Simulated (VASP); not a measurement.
```yaml
crystal:
  lattice:
    - [3.64739, 0.00000, 0.00000]
    - [0.00000, 3.64739, 0.00000]
    - [0.00000, 0.00000, 3.64739]
  atoms:
    - { symbol: La, position: [0.00000, 0.00000, 0.00000] }
    - { symbol: P, position: [0.50000, 0.50000, 0.50000] }
```

Method: r2SCAN meta-GGA, VASP's PBE PAW potentials (set 64) (plane waves; VASP 6.6.1). Numerical set-up: 480 eV cut-off, 10×10×10 Γ-centred mesh, first-order Methfessel-Paxton smearing of 0.10 eV, potentials La P.

Stress in GPa, positive for a compressed cell; the cube axes lie along x, y and z, and the ions stay on their sites.

```csv
strain,σxx,σyy,σzz
none,-0.06,-0.06,-0.06
"εxx = +1.5 %, εyy = +1.5 %, εzz = +1.5 %",-3.20,-3.20,-3.20
εzz = -1.5 %,0.64,0.64,2.19
```

Problem. Fit C11 and C12 to these rows, and predict the stress for εxx = -4.0 %.

Solution. Least squares on Δσ_i = −C11 ε_i − C12 (ε_j + ε_k) over all components shown gives C11 = 140 GPa and C12 = 36 GPa, and so σxx, σyy, σzz = 5.53, 1.40, 1.40 GPa. The run gave 5.84, 1.82, 1.82 GPa; the difference holds the non-linear terms and numerical noise.

Left out are shears, moved atoms, failed runs and, from the fit, strains over 2.5 %.

The structure was generated: LaP was put into the CsCl type (Pm-3m), which need not be its known phase.
